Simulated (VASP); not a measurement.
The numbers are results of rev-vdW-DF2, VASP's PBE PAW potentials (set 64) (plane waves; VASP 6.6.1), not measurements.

Input for VASP

**INCAR**
```
EDIFF = 1E-7
LCHARG = .FALSE.
ALGO = Normal   ! blocked Davidson
PREC = Accurate
ISIF = 2
LMAXMIX = 4
GGA = MK
LUSE_VDW = .TRUE.
LREAL = .FALSE.   ! projection in real space or not
ISMEAR = 1
ZAB_VDW = -1.8867
PARAM2 = 0.7114
LASPH = .TRUE.
SIGMA = 0.1   ! width (eV)
PARAM1 = 0.1234568
LWAVE = .FALSE.
NELM = 100
AGGAC = 0.0
SYSTEM = Pb
ENCUT = 520
```

**POSCAR**
```
Pb
1
    0.0000000000     2.4391065129     2.4391065129
    2.4391065129     0.0000000000     2.4391065129
    2.4391065129     2.4391065129     0.0000000000
Pb
1
Direct
  0.0000000000   0.0000000000   0.0000000000
```

KPOINTS:
```
Automatic mesh
0
Gamma
13 13 13
0 0 0
```

POTCAR, in this order: Pb_d (PBE.64 set). Program: vasp_std.

The resulting files:

File OSZICAR:
```
       N       E                     dE             d eps       ncg     rms          rms(c)
DAV:   1     0.105649680755E+03    0.10565E+03   -0.73774E+03  1860   0.151E+03
DAV:   2     0.373525535736E+01   -0.10191E+03   -0.99784E+02  1899   0.327E+02
DAV:   3    -0.634957937050E+00   -0.43702E+01   -0.43463E+01  2182   0.793E+01
DAV:   4    -0.735648295552E+00   -0.10069E+00   -0.10067E+00  2184   0.133E+01
DAV:   5    -0.739937632493E+00   -0.42893E-02   -0.42892E-02  2274   0.246E+00    0.572E-01
DAV:   6    -0.729194584528E+00    0.10743E-01   -0.15836E-02  2277   0.242E+00    0.271E-01
DAV:   7    -0.726249994922E+00    0.29446E-02   -0.66567E-03  2199   0.150E+00    0.756E-02
DAV:   8    -0.726072484249E+00    0.17751E-03   -0.38273E-04  2494   0.397E-01    0.117E-02
DAV:   9    -0.726066508658E+00    0.59756E-05   -0.11525E-05  2232   0.703E-02    0.540E-03
DAV:  10    -0.726065385988E+00    0.11227E-05   -0.13142E-06  2039   0.175E-02    0.222E-04
DAV:  11    -0.726065362940E+00    0.23048E-07   -0.21559E-08  1272   0.163E-03
   1 F= -.72606536E+00 E0= -.72610486E+00  d E =0.118500E-03
```

**OUTCAR**
```
------------------------ aborting loop because EDIFF is reached ----------------------------------------
  FORCE on cell =-STRESS in cart. coord.  units (eV):
  Direction    XX          YY          ZZ          XY          YZ          ZX
  --------------------------------------------------------------------------------------
  Total        0.6076844      0.6076844      0.6076844     -0.0000000     -0.0000000      0.0000000
  in kB       33.5479791     33.5479791     33.5479791     -0.0000000     -0.0000000      0.0000000
  external PRESSURE =      33.5479791 kB  Pullay stress =       0.0000000 kB
  volume of cell :       29.02
      direct lattice vectors                 reciprocal lattice vectors
     0.000000000  2.439106513  2.439106513    -0.204993098  0.204993098  0.204993098
     2.439106513  0.000000000  2.439106513     0.204993098 -0.204993098  0.204993098
     2.439106513  2.439106513  0.000000000     0.204993098  0.204993098 -0.204993098
 POSITION                                       TOTAL-FORCE (eV/Angst)
 -----------------------------------------------------------------------------------
      0.00000      0.00000      0.00000         0.000000     -0.000000      0.000000
 -----------------------------------------------------------------------------------
    total drift:                               -0.000000     -0.000000     -0.000000
  FREE ENERGIE OF THE ION-ELECTRON SYSTEM (eV)
  ---------------------------------------------------
  free  energy   TOTEN  =        -0.7260653629 eV

  energy  without entropy=       -0.7261838633  energy(sigma->0) =       -0.72610486
```
(Selected blocks of OUTCAR.)

**OUTCAR**
```
 val. band max:        7.7490963054   @ k =  -0.2308   0.1538   0.0000

 cond. band min:       7.8204931949   @ k =  -0.3846   0.4615   0.0769


 Fermi energy:         7.7668946624

 k-point     1 :       0.0000    0.0000    0.0000
  band No.  band energies     occupation
      1      -9.4056      2.00000
      2      -9.4056      2.00000
      3      -9.4056      2.00000
      4      -9.2445      2.00000
      5      -9.2445      2.00000
      6      -4.4255      2.00000
      7      15.3385      0.00000
      8      15.3385      0.00000
      9      15.3385      0.00000
     10      17.5815      0.00000
     11      19.7010      0.00000

 k-point     2 :       0.0769    0.0000    0.0000
  band No.  band energies     occupation
      1      -9.4061      2.00000
      2      -9.3959      2.00000
      3      -9.3959      2.00000
      4      -9.2453      2.00000
      5      -9.2453      2.00000
      6      -4.3066      2.00000
      7      13.9714      0.00000
      8      15.1923      0.00000
      9      15.1923      0.00000
     10      17.3618      0.00000
     11      20.2078      0.00000

 k-point     3 :       0.1538    0.0000    0.0000
  band No.  band energies     occupation
      1      -9.4087      2.00000
      2      -9.3751      2.00000
      3      -9.3751      2.00000
      4      -9.2410      2.00000
      5      -9.2410      2.00000
      6      -3.9491      2.00000
      7      11.5364      0.00000
      8      14.8267      0.00000
      9      14.8267      0.00000
     10      17.1231      0.00000
     11      20.6940      0.00000

 k-point     4 :       0.2308    0.0000    0.0000
  band No.  band energies     occupation
      1      -9.4156      2.00000
      2      -9.3645      2.00000
      3      -9.3645      2.00000
      4      -9.2152      2.00000
      5      -9.2152      2.00000
      6      -3.3543      2.00000
      7       9.0693     -0.00000
      8      14.3754      0.00000
      9      14.3754      0.00000
...
```

Unless said otherwise, spin-orbit coupling is left out, though it shifts the bands of the heavy elements here.

The compound is Pb in the fcc structure. This cell is one point of a volume scan, at 0.94 of the reference volume.
